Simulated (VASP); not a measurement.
```
CELL_PARAMETERS angstrom
      3.62959     0.00000     0.00000
      0.00000     3.62959     0.00000
      0.00000     0.00000     3.62959
ATOMIC_POSITIONS crystal
  Hg 0.00000 0.00000 0.00000
  Te 0.50000 0.50000 0.50000
```

Method: PBEsol GGA, VASP's PBE PAW potentials (set 64) (plane waves; VASP). Run with 500 eV cut-off, 10×10×10 Γ-centred mesh, first-order Methfessel-Paxton smearing of 0.10 eV, potentials Hg Te.

Energy and stress use the plane-wave basis of the starting cell.

### Question
The ions, cell shape and volume at an external pressure of 10.0 GPa are relaxed. Predict the relaxed structure.

### Answer

```
CELL_PARAMETERS angstrom
      3.56780     0.00000     0.00000
      0.00000     3.56780     0.00000
      0.00000     0.00000     3.56780
ATOMIC_POSITIONS crystal
  Hg 0.00000 0.00000 0.00000
  Te 0.50000 0.50000 0.50000
```
Space group Pm-3m (221), at a tolerance of 0.03 Å.

### Question
How do energy and volume change from the first to the last step?

### Answer
The energy (σ→0) changes by +55.0 meV/atom and the volume by -5.0 %, in 3 ionic steps.

The structure was generated: HgTe was put into the CsCl type type (Pm-3m), which need not be its known phase. This run relaxes it under an external pressure of 10 GPa. Symmetry was kept, so distortions that lower it aren't found. VASP warned that the highest band is occupied, so more bands are needed.
